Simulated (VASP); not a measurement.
Crystal: Ag.

```xyz
1
Lattice="0.0000 2.0675 2.0675 2.0675 0.0000 2.0675 2.0675 2.0675 0.0000" Properties=species:S:1:pos:R:3 pbc="T T T"
Ag    0.0000    0.0000    0.0000
```

| Property | Result |
| --- | --- |
| Program | VASP 6.6.1 |
| Task | relaxation of cell and atoms |
| Functional | PBEsol |
| Potentials or basis | VASP PAW PBE potentials, release 64 (Ag) |
| Cutoff | 600 eV |
| k mesh | 18 × 18 × 18 |
| Occupations | gaussian, width 0.1 eV |
| Spin | no spin polarisation |

At the start: pressure -6.1 GPa; volume 17.68 Å³/atom.

Task: How do energy, volume and symmetry change on relaxing?

Result: Over 3 steps the energy falls by 21.4 meV/atom and the volume is 16.64 Å³/atom (-5.9 %); space group Fm-3m (No. 225, to 0.05 Å).

The path:
```tsv
step	energy change (eV)	largest force (eV/Å)	pressure (GPa)	volume (Å³)
1	0.0000	0.0000	-6.13	17.68
2	-0.0115	0.0000	5.21	16.00
3	-0.0214	0.0000	-0.02	16.64
```

Final structure:
```
CELL_PARAMETERS angstrom
0.00000 2.02617 2.02617
2.02617 0.00000 2.02617
2.02617 2.02617 0.00000
ATOMIC_POSITIONS crystal
Ag 0.00000 0.00000 0.00000
```

Caveat: the PAW data sets were made with another functional, which shifts forces and pressure a little.
